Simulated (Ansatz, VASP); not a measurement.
# Cross-check of TaO2 (1T-TaO2 bilayer, AA) between VASP and Ansatz, part 2 of 2

Aim: how closely do two programs agree when they are given the same cell, functional and k mesh? The structure shown is the start of the Ansatz relaxation below; VASP solves that cell, so the two are compared at the walk's first step.

VASP 6.6.1 and Ansatz 0.2.0.

So far: Starting point; Ansatz: relaxation, PBE with D3(BJ).

### 3. VASP: single point, PBE with D3(BJ), start cell

Level of this step: PBE with D3(BJ), zero-moment start; plane waves and PAW (O, Ta_pv) (VASP).

The same cell, functional, mesh and smearing now go to VASP, with its own data sets.

Lines of VASP's logs that name or quote its potential files are left out, and so is its time.

INCAR

```
SYSTEM = TaO2
PREC = Accurate
ENCUT = 520
EDIFF = 1E-06
NELM = 200
ISMEAR = -1
SIGMA = 0.05
LREAL = .FALSE.
ALGO = Normal
GGA = PE
IVDW = 12
NBANDS = 32
ISPIN = 2
MAGMOM = 0 0 0 0 0 0
LASPH = .TRUE.
LMAXMIX = 4
LORBIT = 11
LWAVE = .FALSE.
LCHARG = .FALSE.
ISIF = 2
LDIPOL = .TRUE.
IDIPOL = 3
DIPOL = 0.5 0.5 0.327
LVHAR = .TRUE.
GGA_COMPAT = .FALSE.
NELMDL = -8
KPAR = 2
```

POSCAR

```
TaO2
1.0
    3.1844900000      0.0000000000      0.0000000000
   -1.5922450000      2.7578490000      0.0000000000
    0.0000000000      0.0000000000     39.4102790000
O Ta
4 2
Direct
    0.6666666667      0.3333333333      0.2283668177
    0.3333333333      0.6666666667      0.2905985517
    0.6666666667      0.3333333333      0.3641834152
    0.3333333333      0.6666666667      0.4264151238
    0.0000000000      0.0000000000      0.2594826847
    0.0000000000      0.0000000000      0.3952992568
```

KPOINTS

```
Automatic mesh
0
Gamma
12 12 1
0 0 0
```

The projector-augmented-wave data sets are O and Ta_pv (PBE family, release 64).

Launch:

```bash
$ mpirun -np 2 vasp_std
```

Numbers of over 12 decimals in the logs are rounded to 6 here.

Output:

```text
[banner, memory and clock lines left out]
running    2 mpi-ranks, on    1 nodes
 distrk:  each k-point on    1 cores,    2 groups
 distr:  one band on    1 cores,    1 groups

 POSCAR found type information on POSCAR O Ta
 POSCAR found :  2 types and       6 ions
 LDA part: xc-table for (Slater+PW92), standard interpolation
 POSCAR, INCAR and KPOINTS ok, starting setup
 FFT: planning ... GRIDC
 FFT: planning ... GRID_SOFT
 FFT: planning ... GRID
 WAVECAR not read
 entering main loop
       N       E                     dE             d eps       ncg     rms          rms(c)
DAV:   1     0.393972860495E+03    0.39397E+03   -0.21775E+04  2912   0.114E+03
DAV:   2    -0.109251564456E+02   -0.40490E+03   -0.39206E+03  3344   0.282E+02
DAV:   3    -0.653135904241E+02   -0.54388E+02   -0.53427E+02  3040   0.103E+02
DAV:   4    -0.668903124931E+02   -0.15767E+01   -0.15636E+01  3272   0.186E+01
DAV:   5    -0.669185975715E+02   -0.28285E-01   -0.28245E-01  3144   0.231E+00
DAV:   6    -0.669194441711E+02   -0.84660E-03   -0.84632E-03  3296   0.353E-01
DAV:   7    -0.669194732042E+02   -0.29033E-04   -0.29031E-04  3160   0.582E-02
DAV:   8    -0.669194745739E+02   -0.13697E-05   -0.13699E-05  2928   0.113E-02    0.285E+01
DAV:   9    -0.571613322104E+02    0.97581E+01   -0.61392E+01  2808   0.432E+01    0.129E+01
DAV:  10    -0.561976525706E+02    0.96368E+00   -0.80434E+00  2776   0.155E+01    0.840E+00
DAV:  11    -0.560540665830E+02    0.14359E+00   -0.14690E+00  3000   0.894E+00    0.295E+00
DAV:  12    -0.559820759629E+02    0.71991E-01   -0.18486E-01  2792   0.304E+00    0.369E-01
DAV:  13    -0.559819148641E+02    0.16110E-03   -0.19049E-02  3160   0.777E-01    0.130E-01
DAV:  14    -0.559819969975E+02   -0.82133E-04   -0.69523E-04  3112   0.161E-01    0.558E-02
[...]
DAV:  18    -0.559820329173E+02   -0.65817E-05   -0.53788E-07  1616   0.435E-03    0.304E-03
DAV:  19    -0.559820466060E+02   -0.13689E-04   -0.97957E-07  1848   0.487E-03    0.101E-03
DAV:  20    -0.559820522890E+02   -0.56830E-05   -0.18753E-07  1648   0.215E-03    0.927E-04
DAV:  21    -0.559820629166E+02   -0.10628E-04   -0.21228E-07  1704   0.168E-03    0.820E-04
DAV:  22    -0.559820712284E+02   -0.83119E-05   -0.19311E-07  1704   0.144E-03    0.621E-04
DAV:  23    -0.559820746613E+02   -0.34328E-05   -0.72866E-08  1616   0.916E-04    0.286E-04
DAV:  24    -0.559820768870E+02   -0.22258E-05   -0.87473E-08  1672   0.800E-04    0.242E-04
DAV:  25    -0.559820777464E+02   -0.85940E-06   -0.39058E-08  1656   0.587E-04
   1 F= -.56866507E+02 E0= -.56846589E+02  d E =-.398368E-01  mag=    -0.0005
```

Parts of OUTCAR (step 3):

```text
ion  position               nearest neighbor table
   1  0.667  0.333  0.228-   5 2.21   5 2.21   5 2.21
   2  0.333  0.667  0.291-   5 2.21   5 2.21   5 2.21
   3  0.667  0.333  0.364-   6 2.21   6 2.21   6 2.21
   4  0.333  0.667  0.426-   6 2.21   6 2.21   6 2.21
   5  0.000  0.000  0.259-   2 2.21   1 2.21   2 2.21   1 2.21   2 2.21   1 2.21
   6  0.000  0.000  0.395-   3 2.21   3 2.21   3 2.21   4 2.21   4 2.21   4 2.21

  LATTYP: Found a hexagonal cell.
 ALAT       =     3.1844900000
 C/A-ratio  =    12.3756956373

 Subroutine GETGRP returns: Found 12 space group operations
 (whereof  6 operations were pure point group operations)

The static configuration has the point symmetry C_3v.
 The point group associated with its full space group is D_3d.

 Found     19 irreducible k-points:

   k-points           NKPTS =     19   k-points in BZ     NKDIM =     19   number of bands    NBANDS=     32

   dimension x,y,z NGX =    24 NGY =   24 NGZ =  294
   dimension x,y,z NGXF=    48 NGYF=   48 NGZF=  588

   ENCUT  =  520.0 eV  38.22 Ry    6.18 a.u.   5.92  5.92 73.28*2*pi/ulx,y,z

   NELECT =      46.0000    total number of electrons

 k-points in reciprocal lattice and weights: Automatic mesh
   0.00000000  0.00000000  0.00000000       0.007
   0.08333333  0.00000000  0.00000000       0.042
   0.16666667  0.00000000  0.00000000       0.042
   0.25000000 -0.00000000  0.00000000       0.042
   0.33333333  0.00000000  0.00000000       0.042
   0.41666667  0.00000000  0.00000000       0.042
   0.50000000 -0.00000000  0.00000000       0.021
   0.08333333  0.08333333  0.00000000       0.042
   0.16666667  0.08333333  0.00000000       0.083
[...]
0.33333333  0.25000000  0.00000000       0.083
   0.33333333  0.33333333  0.00000000       0.014

 dipolmoment           0.000000      0.000000     -0.000005 electrons x Angstroem

 average (electrostatic) potential at core
       1 -80.0365       2 -80.0397       3 -80.0398       4 -80.0366       5 -48.6681
       6 -48.6682

 E-fermi :  -3.5330

 spin component 1
 k-point     1 :       0.0000    0.0000    0.0000
  band No.  band energies     occupation
    ...
     18      -6.9453      1.00000
     19      -6.8526      1.00000
     20      -6.8526      1.00000
     21      -6.8357      1.00000
     22      -6.8357      1.00000
     23      -3.3394      0.02039
     24      -3.3394      0.02039
     25      -3.3331      0.01803
     26      -3.3331      0.01803
     27      -2.3869      0.00000
    ...

 k-point     2 :       0.0833    0.0000    0.0000
  band No.  band energies     occupation
    ...
     18      -7.1816      1.00000
     19      -7.1380      1.00000
     20      -6.9643      1.00000
     21      -6.9441      1.00000
     22      -6.8592      1.00000
     23      -3.3844      0.04871
     24      -3.3731      0.03923
     25      -3.1834      0.00092
     26      -3.1777      0.00082
     27      -2.3613      0.00000
    ...

 k-point     3 :       0.1667    0.0000    0.0000
  band No.  band energies     occupation
    ...
     19      -7.2079      1.00000
     20      -7.1823      1.00000
     21      -6.9663      1.00000
     22      -6.7550      1.00000
     23      -3.5482      0.57559
     24      -3.5272      0.47140
     25      -2.7928      0.00000
     26      -2.7884      0.00000
     27      -2.2725      0.00000
     28      -2.2155      0.00000
    ...

 k-point     4 :       0.2500   -0.0000    0.0000
  band No.  band energies     occupation
    ...
     20      -7.3842      1.00000
     21      -6.9095      1.00000
     22      -6.8022      1.00000
     23      -3.7753      0.99220
     24      -3.7538      0.98807
     25      -2.2982      0.00000
     26      -2.2932      0.00000
     27      -2.0808      0.00000
     28      -2.0374      0.00000
     29      -0.3908      0.00000
    ...

 k-point     5 :       0.3333    0.0000    0.0000
  band No.  band energies     occupation
    ...
     20      -7.4404      1.00000
     21      -7.1368      1.00000
     22      -7.0073      1.00000
     23      -3.9921      0.99990
     24      -3.9749      0.99986
     25      -1.7945      0.00000
     26      -1.7897      0.00000
     27      -1.7841      0.00000
     28      -1.7731      0.00000
     29      -0.0710      0.00000
    ...

 k-point     6 :       0.4167    0.0000    0.0000
  band No.  band energies     occupation
    ...
     20      -7.3944      1.00000
     21      -7.3736      1.00000
     22      -7.1910      1.00000
     23      -4.1503      1.00000
     24      -4.1348      0.99999
     25      -1.4802      0.00000
     26      -1.4680      0.00000
     27      -1.3869      0.00000
     28      -1.3845      0.00000
     29       0.3774      0.00000
    ...

 Edisp (eV)   -0.88443

  Total     -16.16706   -16.16706   -13.61878     0.00000     0.00000     0.00000
  in kB     -74.83794   -74.83792   -63.04183     0.00000     0.00000     0.00000
  external pressure =      -70.91 kB  Pullay stress =        0.00 kB

  energy-cutoff  :      520.00
  volume of cell :      346.11
      direct lattice vectors                 reciprocal lattice vectors
     3.184490000  0.000000000  0.000000000     0.314022026  0.181300717  0.000000000
    -1.592245000  2.757849000  0.000000000     0.000000000  0.362601433  0.000000000
     0.000000000  0.000000000 39.410279000     0.000000000  0.000000000  0.025374091

 POSITION                                       TOTAL-FORCE (eV/Angst)
 -----------------------------------------------------------------------------------
      1.59225      0.91928      9.00000         0.000000      0.000000      2.679165
     -0.00000      1.83857     11.45257         0.000000      0.000000     -2.661811
      1.59225      0.91928     14.35257        -0.000000     -0.000000      2.661811
     -0.00000      1.83857     16.80514        -0.000000     -0.000000     -2.679165
      0.00000      0.00000     10.22628         0.000000      0.000000      0.061456
      0.00000      0.00000     15.57885         0.000000      0.000000     -0.061456
 -----------------------------------------------------------------------------------
    total drift:                                0.000000      0.000000     -0.001707

  FREE ENERGIE OF THE ION-ELECTRON SYSTEM (eV)
  ---------------------------------------------------
  free  energy   TOTEN  =       -56.8665073017 eV

  energy  without entropy=      -56.8266704599  energy(sigma->0) =      -56.84658888

 vacuum level on the upper side and lower side of the slab         2.310         2.310

 total charge
# of ion       s       p       d       tot
------------------------------------------
    1        1.575   3.346   0.000   4.921
    2        1.575   3.346   0.000   4.921
    3        1.575   3.346   0.000   4.921
    4        1.575   3.346   0.000   4.921
    5        0.273   6.180   2.042   8.495
    6        0.273   6.180   2.042   8.495
--------------------------------------------------
tot          6.846  25.744   4.084  36.674

 magnetization (x)
# of ion       s       p       d       tot
------------------------------------------
    1        0.000  -0.000   0.000  -0.000
    2       -0.000  -0.000   0.000  -0.000
    3       -0.000  -0.000   0.000  -0.000
    4        0.000  -0.000   0.000  -0.000
    5       -0.000  -0.000  -0.000  -0.000
    6       -0.000  -0.000  -0.000  -0.000
--------------------------------------------------
tot         -0.000  -0.000  -0.000  -0.000

[... 6 further parts left out ...]
```

### 4. Comparison

Known differences besides the potentials themselves: Ansatz cuts the interaction across the vacuum, VASP repeats the sheet with a dipole correction; the data sets hold 50 valence electrons in Ansatz (on its default PAW (the set named soft_2) files) and 46 in VASP; the cutoff is 420 eV in Ansatz and 520 eV in VASP. Total energies have different zeros and are not compared.

Forces (eV/Å; atoms numbered as in POSCAR):

```
atom        Ansatz x, y, z          VASP x, y, z
  O1   0.000, 0.000, 2.718   0.000, 0.000, 2.679
  O2  0.000, 0.000, -2.700  0.000, 0.000, -2.662
  O3   0.000, 0.000, 2.700   0.000, 0.000, 2.662
  O4  0.000, 0.000, -2.718  0.000, 0.000, -2.679
 Ta5   0.000, 0.000, 0.063   0.000, 0.000, 0.061
 Ta6  0.000, 0.000, -0.063  0.000, 0.000, -0.061
```

The forces differ by 18 meV/Å r.m.s., which is 1.4 % of the r.m.s. force of 1.259 eV/Å (both taken over all components). Moments aren't recorded for both runs of this pair, so they may hold unlike magnetic states. With vacuum in the cell, a pressure given here is an average over mostly empty space and none of the material.

### 5. Results

```yaml
r_m_s_force_difference_single_point_pbe_with_d3_bj_start_cell: 1.4 % of the r.m.s. force
```

What this shows: The r.m.s. force difference is 1.4 % of the r.m.s. force (single point, PBE with D3(BJ), start cell), within the 3 % picked in this series as the mark of a large difference. The data sets hold unlike numbers of valence electrons (50 in Ansatz and 46 in VASP), so part of the differences comes from the potentials. Such differences can come from data sets, numerical settings and the points named under the comparisons, not from the functional's error against experiment.

[Lines on the potential files, build, host, timing and source positions are cut from VASP's logs without a mark.]

[Logs are printed without paths, hosts, clocks, repeated set-up lines and the standing remarks that a program may print on its own settings, such as how far it seeks lower states.]

[Hosts, paths, dates, database ids (printed as entryN), source tags and the programs' standing remarks are cut or masked in the printed files.]
